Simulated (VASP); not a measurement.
An input for Ansatz (written as the equivalent of a VASP run, and not itself run):

Ansatz 0.2 input:
```yaml
crystal:
  lattice:
    - [0.0000000, 2.6589490, 2.6589490]
    - [2.6190648, 0.0000000, 2.6589490]
    - [2.6190648, 2.6589490, 0.0000000]
  atoms:
    - { symbol: K, position: [0.0000000, 0.0000000, 0.0000000] }
    - { symbol: F, position: [0.5000000, 0.5000000, 0.5000000] }
kpoints:
  mp_grid: { grid: [8, 8, 8] }
hamiltonian:
  xc: r2scan
  pseudopotentials: { kind: paw }
scf:
  occupations: { method: gaussian, width: 0.05 }
  max_iter: 100
output: { forces: true, stress: true, eigenvalues: true }
```

Translate this input to VASP (INCAR, KPOINTS, POSCAR, choice of POTCAR).

This is not unique; one that fits is 
File POSCAR:
```
KF
1
    0.0000000000     2.6589489992     2.6589489992
    2.6190647642     0.0000000000     2.6589489992
    2.6190647642     2.6589489992     0.0000000000
K F
1 1
Direct
  0.0000000000   0.0000000000   0.0000000000
  0.5000000000   0.5000000000   0.5000000000
```

File KPOINTS:
```
Automatic mesh
0
Gamma
8 8 8
0 0 0
```

### INCAR
```
# general
SYSTEM   =  KF
PREC     =  Accurate
ENCUT    =  600
LREAL    =  .FALSE.
LASPH    =  .TRUE.

# electronic loop
EDIFF    =  1E-7
NELM     =  100
ALGO     =  Normal
LMIXTAU  =  .TRUE.

# smearing
ISMEAR   =  0
SIGMA    =  0.05

# functional
METAGGA  =  R2SCAN

# ions
ISIF     =  2

# output
LWAVE    =  .FALSE.
LCHARG   =  .FALSE.
```

POTCAR, in this order: K_sv F (PBE.64 set). Program: vasp_std.

What does not carry over: each code has its own PAW files, so the cut-off isn't converted (ENCUT is set for VASP's; basis.ecutwfc is left out, and Ansatz then takes the one that its files recommend); Ansatz stops its SCF on the density residual and VASP on the energy change (EDIFF).

The compound is KF in the rock salt structure. This cell was strained or had an atom moved on purpose.
